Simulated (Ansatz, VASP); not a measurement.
# Cu (Cu(100)-(3x1) missing row): VASP beside Ansatz, part 2 of 2

One calculation is typed for both programs; each brings its own data sets. How far apart do they land? Of the first pair: The structure shown is the start of the Ansatz relaxation below; VASP solves that cell, so the two are compared at the walk's first step.

VASP 6.6.1 and Ansatz 0.2.0.

So far: Starting point; Ansatz: relaxation, PBE with D3(BJ); VASP: single point, PBE with D3(BJ), start cell, pair 1.

## Step 4: Comparison

Known differences besides the potentials themselves: the data sets hold 209 valence electrons in Ansatz (on its default PAW (the set named soft_2) files) and 121 in VASP; the cutoff is 420 eV in Ansatz and 520 eV in VASP. Total energies have different zeros and are not compared.

Forces on 7 of the 11 atoms, those with the largest forces and the largest differences (eV/Å; atoms numbered as in POSCAR):

| atom | Ansatz x, y, z | VASP x, y, z |
| --- | --- | --- |
| Cu1 | 0.000, 0.000, 0.251 | 0.000, 0.000, 0.226 |
| Cu2 | 0.026, 0.000, 0.252 | 0.027, 0.000, 0.226 |
| Cu3 | -0.026, 0.000, 0.252 | -0.027, 0.000, 0.226 |
| Cu8 | 0.121, 0.000, 0.208 | 0.126, 0.000, 0.217 |
| Cu9 | -0.121, 0.000, 0.208 | -0.126, 0.000, 0.217 |
| Cu10 | 0.153, 0.000, -0.485 | 0.145, 0.000, -0.456 |
| Cu11 | -0.153, 0.000, -0.485 | -0.145, 0.000, -0.456 |

The forces differ by 11 meV/Å r.m.s., which is 6.8 % of the r.m.s. force of 0.162 eV/Å (both taken over all components). With vacuum in the cell, a pressure given here is an average over mostly empty space and none of the material.

## Step 5: Ansatz: relaxation, PBE with D3(BJ)

This run makes the geometry at which the two programs are then compared.

The structure compared here is the end of the Ansatz relaxation.

Input file input.yaml:

```yaml
crystal:
  lattice:
    - [7.6579664403, 0.0, 0.0]
    - [0.0, 2.5526554801, 0.0]
    - [0.0, 0.0, 22.415]
  atoms:
    - { symbol: Cu, position: [0.16666667, 0.5, 0.3792103502] }
    - { symbol: Cu, position: [0.5, 0.5, 0.3792103502] }
    - { symbol: Cu, position: [0.83333333, 0.5, 0.3792103502] }
    - { symbol: Cu, position: [0.0, 0.0, 0.4597367834] }
    - { symbol: Cu, position: [0.33333333, 0.0, 0.4597367834] }
    - { symbol: Cu, position: [0.66666667, 0.0, 0.4597367834] }
    - { symbol: Cu, position: [0.16666667, 0.5, 0.5402632166] }
    - { symbol: Cu, position: [0.5, 0.5, 0.5402632166] }
    - { symbol: Cu, position: [0.83333333, 0.5, 0.5402632166] }
    - { symbol: Cu, position: [0.0, 0.0, 0.6207896498] }
    - { symbol: Cu, position: [0.33333333, 0.0, 0.6207896498] }
kpoints:
  mp_grid: { grid: [4, 11, 1] }
hamiltonian:
  xc: pbe
  dispersion: d3bj
scf:
  occupations: { method: fermi_dirac, width: 0.1 }
  convergence: { dr2_threshold: 1.0e-08 }
efield:
  axis: 3
  dipole_correction: true
  ramp_position: 0.97
  ramp_width: 0.06
relax:
  f_tol: 0.015
  max_steps: 90
  constraints: [{ sites: [0, 1, 2, 3, 4, 5] }]
output:
  write_potential: true
  write_density: true
  volumetric_format: npy
```

Run with:

```bash
$ ansatz run input.yaml --threads 4 --pin off --max-ram 12288MiB --backend cpu --events-out ev --progress --plain --runs-dir out
```

Numbers of over 12 decimals in the logs are rounded to 6 here.

Log:

```text
[...]
Crystal: 11 atoms, lattice volume = 438.172 Å³
Basis set: ecut = 420 eV, 8611 PW (Γ), exchange–correlation on 108×36×300 points (8 copies of the dense FFT grid, shifted against one another)
Bands: 126, of which v1, the nominal top of the filled ones, is band 105 counted from 1 (104 counted from 0)
Symmetry: 4 space group operations
[...]
- { symbol: Cu, position: [0.333333, 0.0, 0.459737] }
    - { symbol: Cu, position: [0.666667, 0.0, 0.459737] }
    - { symbol: Cu, position: [0.166667, 0.5, 0.537601] }
    - { symbol: Cu, position: [0.505714, 0.5, 0.540315] }
    - { symbol: Cu, position: [0.827619, 0.5, 0.540315] }
    - { symbol: Cu, position: [0.0029719, 0.0, 0.613679] }
    - { symbol: Cu, position: [0.330361, 0.0, 0.613679] }
[key lines of the parts left out:]
SCF converged after 8 iterations
Free energy (F): -72877.268614 eV
Fermi energy:    1.894611 eV
Dipole field:    D = 0.007733 V/Å  (p = 0.018725 e·Å, saw-weighted, corrected)
Work function:   Φ+ = 4.3460 eV   Φ− = 4.5193 eV
```

## Step 6: VASP: single point, PBE with D3(BJ), relaxed cell, pair 2

The same cell, functional, mesh and smearing now go to VASP, with its own data sets.

Input file INCAR:

```
SYSTEM = Cu
PREC = Accurate
ENCUT = 520
EDIFF = 1E-06
NELM = 120
ISMEAR = -1
SIGMA = 0.1
LREAL = .FALSE.
ALGO = Normal
GGA = PE
IVDW = 12
NBANDS = 75
LASPH = .TRUE.
LORBIT = 11
LWAVE = .FALSE.
LCHARG = .FALSE.
ISIF = 2
LDIPOL = .TRUE.
IDIPOL = 3
DIPOL = 0.5 0.5 0.487
LVHAR = .TRUE.
GGA_COMPAT = .FALSE.
NELMDL = -8
KPAR = 2
```

Input file POSCAR:

```
Cu
1.0
    7.6579664403      0.0000000000      0.0000000000
    0.0000000000      2.5526554801      0.0000000000
    0.0000000000      0.0000000000     22.4150000000
Cu
11
Direct
    0.1666666667      0.5000000000      0.3792103502
    0.5000000017      0.5000000000      0.3792103502
    0.8333333317      0.5000000000      0.3792103502
    0.0000000017      0.0000000000      0.4597367834
    0.3333333317      0.0000000000      0.4597367834
    0.6666666667      0.0000000000      0.4597367834
    0.1666666667      0.5000000000      0.5376011847
    0.5057141270      0.5000000000      0.5403148331
    0.8276192064      0.5000000000      0.5403148331
    0.0029718964      0.0000000000      0.6136786844
    0.3303614369      0.0000000000      0.6136786844
```

Input file KPOINTS:

```
Automatic mesh
0
Gamma
4 11 1
0 0 0
```

The projector-augmented-wave data sets are Cu (PBE family, release 64).

Run with:

```bash
$ mpirun -np 2 vasp_std
```

Log:

```text
[... set-up lines as in an earlier step ...]
 entering main loop
       N       E                     dE             d eps       ncg     rms          rms(c)
DAV:   1     0.107659205809E+04    0.10766E+04   -0.50243E+04  2700   0.185E+03
DAV:   2     0.747725333810E+02   -0.10018E+04   -0.96782E+03  2700   0.406E+02
DAV:   3    -0.402207574138E+02   -0.11499E+03   -0.10750E+03  2840   0.192E+02
DAV:   4    -0.454171021645E+02   -0.51963E+01   -0.51106E+01  3015   0.549E+01
[...]
DAV:  28    -0.371944627734E+02   -0.39740E-05   -0.79309E-07  1866   0.894E-03    0.113E-03
DAV:  29    -0.371944669015E+02   -0.41281E-05   -0.73623E-07  1805   0.102E-02    0.114E-03
DAV:  30    -0.371944675389E+02   -0.63738E-06   -0.21194E-07  1785   0.516E-03
   1 F= -.41452513E+02 E0= -.41392618E+02  d E =-.119790E+00
```

From OUTCAR (step 6):

```text
 Edisp (eV)   -4.25805

  Total      -5.26973    -5.89101    -1.09084     0.00000     0.00000     0.00000
  in kB     -19.26879   -21.54052    -3.98866     0.00000     0.00000     0.00000
  external pressure =      -14.93 kB  Pullay stress =        0.00 kB

 POSITION                                       TOTAL-FORCE (eV/Angst)
 -----------------------------------------------------------------------------------
      1.27633      1.27633      8.50000         0.000000      0.000000      0.235564
      3.82898      1.27633      8.50000         0.026750      0.000000      0.228922
      6.38164      1.27633      8.50000        -0.026750      0.000000      0.228922
      0.00000      0.00000     10.30500        -0.093306      0.000000     -0.291100
      2.55266      0.00000     10.30500         0.093306      0.000000     -0.291100
      5.10531      0.00000     10.30500         0.000000      0.000000     -0.184661
      1.27633      1.27633     12.05033         0.000000      0.000000     -0.005125
      3.87274      1.27633     12.11116         0.004703      0.000000      0.007142
      6.33788      1.27633     12.11116        -0.004703      0.000000      0.007142
      0.02276      0.00000     13.75561        -0.003523      0.000000      0.032147
      2.52990      0.00000     13.75561         0.003523      0.000000      0.032147
 -----------------------------------------------------------------------------------
    total drift:                               -0.000000     -0.000000     -0.002895

  FREE ENERGIE OF THE ION-ELECTRON SYSTEM (eV)
  ---------------------------------------------------
  free  energy   TOTEN  =       -41.4525132403 eV

  energy  without entropy=      -41.3327237159  energy(sigma->0) =      -41.39261848

[... 2 parts as in an earlier step ...]

[... 1 further part left out ...]
[key lines of the parts left out:]
E-fermi :  -0.8131
```

## Step 7: Side by side

What differs besides the data sets and the points named for the pairs above, as far as they apply: the data sets hold 209 valence electrons in Ansatz (on its default PAW (the set named soft_2) files) and 121 in VASP. Total energies have different zeros and are not compared.

Both answers:

| quantity | Ansatz | VASP | difference |
| --- | --- | --- | --- |
| work function, lower of the two faces (eV) | 4.35 | 4.32 | +0.02 |
| work function, higher of the two faces (eV) | 4.52 | 4.50 | +0.02 |

Forces on 8 of the 11 atoms, those with the largest forces and the largest differences (eV/Å; atoms numbered as in POSCAR):

| atom | Ansatz x, y, z | VASP x, y, z |
| --- | --- | --- |
| Cu1 | 0.000, 0.000, 0.260 | 0.000, 0.000, 0.236 |
| Cu2 | 0.026, 0.000, 0.255 | 0.027, 0.000, 0.229 |
| Cu3 | -0.026, 0.000, 0.255 | -0.027, 0.000, 0.229 |
| Cu4 | -0.093, 0.000, -0.294 | -0.093, 0.000, -0.291 |
| Cu5 | 0.093, 0.000, -0.294 | 0.093, 0.000, -0.291 |
| Cu6 | 0.000, 0.000, -0.182 | 0.000, 0.000, -0.185 |
| Cu10 | 0.003, 0.000, 0.002 | -0.004, 0.000, 0.032 |
| Cu11 | -0.003, 0.000, 0.002 | 0.004, 0.000, 0.032 |

The forces differ by 11 meV/Å r.m.s., which is 10.3 % of the r.m.s. force of 0.108 eV/Å (both taken over all components). With vacuum in the cell, a pressure given here is an average over mostly empty space and none of the material.

## Step 8: Summary of results

* r.m.s. force difference (single point, PBE with D3(BJ), start cell, pair 1): 11 meV/Å
* r.m.s. force difference (single point, PBE with D3(BJ), relaxed cell, pair 2): 11 meV/Å

What this shows: The r.m.s. force difference is 11 meV/Å (single point, PBE with D3(BJ), relaxed cell, pair 2), within the 12 meV/Å picked in this series as the mark of a large difference. The data sets hold unlike numbers of valence electrons (209 in Ansatz and 121 in VASP), so part of the differences comes from the potentials. Such differences can come from data sets, numerical settings and the points named under the comparisons, not from the functional's error against experiment.

[Lines on the potential files, build, host, timing and source positions are cut from VASP's logs without a mark.]

[Logs are printed without paths, hosts, clocks, repeated set-up lines and the standing remarks that a program may print on its own settings, such as how far it seeks lower states.]

[Hosts, paths, dates, database ids (printed as entryN), source tags and the programs' standing remarks are cut or masked in the printed files.]
